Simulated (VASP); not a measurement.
OSZICAR of a VASP run on DyBi (a trial cell in the CsCl structure, space group Pm-3m):

### OSZICAR
```
       N       E                     dE             d eps       ncg     rms          rms(c)
DAV:   1     0.152911050075E+03    0.15291E+03   -0.11038E+04  1160   0.132E+03
DAV:   2     0.255776950708E+00   -0.15266E+03   -0.15165E+03  1192   0.370E+02
DAV:   3    -0.952334017971E+01   -0.97791E+01   -0.96800E+01  1576   0.948E+01
DAV:   4    -0.970261025896E+01   -0.17927E+00   -0.17926E+00  1312   0.159E+01
DAV:   5    -0.970801832211E+01   -0.54081E-02   -0.54078E-02  1640   0.248E+00    0.166E+01
DAV:   6    -0.961723076327E+01    0.90788E-01   -0.29764E-01  1648   0.349E+00    0.103E+01
DAV:   7    -0.961998308895E+01   -0.27523E-02   -0.12502E-01  1488   0.359E+00    0.864E-01
DAV:   8    -0.961725450165E+01    0.27286E-02   -0.18197E-02  1424   0.787E-01    0.159E-01
DAV:   9    -0.961717663365E+01    0.77868E-04   -0.14348E-03  1392   0.479E-01    0.109E-01
DAV:  10    -0.961717949575E+01   -0.28621E-05   -0.12626E-04  1504   0.936E-02    0.377E-02
DAV:  11    -0.961718193181E+01   -0.24361E-05   -0.14656E-05  1416   0.443E-02    0.476E-03
DAV:  12    -0.961718206728E+01   -0.13547E-06   -0.11856E-06   952   0.111E-02
   1 F= -.96171821E+01 E0= -.96181191E+01  d E =0.281108E-02
```

**Question.** Which electronic solver shows in the log?

**Answer.** It is blocked Davidson (ALGO = Normal, or the opening steps of other solvers). The INCAR had ALGO = Normal.

**Question.** Can the final energy be trusted as converged?

**Answer.** Self-consistency was reached. It stopped with EDIFF = 1E-6, NELM = 100 (PBE GGA, plane waves, VASP's PBE PAW potentials (set 64)). The 4f electrons are frozen in the core of the lanthanide potential, so 4f levels, which can set the real gap, and their magnetism are missing.

The structure was generated: DyBi was put into the CsCl type (Pm-3m), which need not be its known phase. The cell was not relaxed at this level.
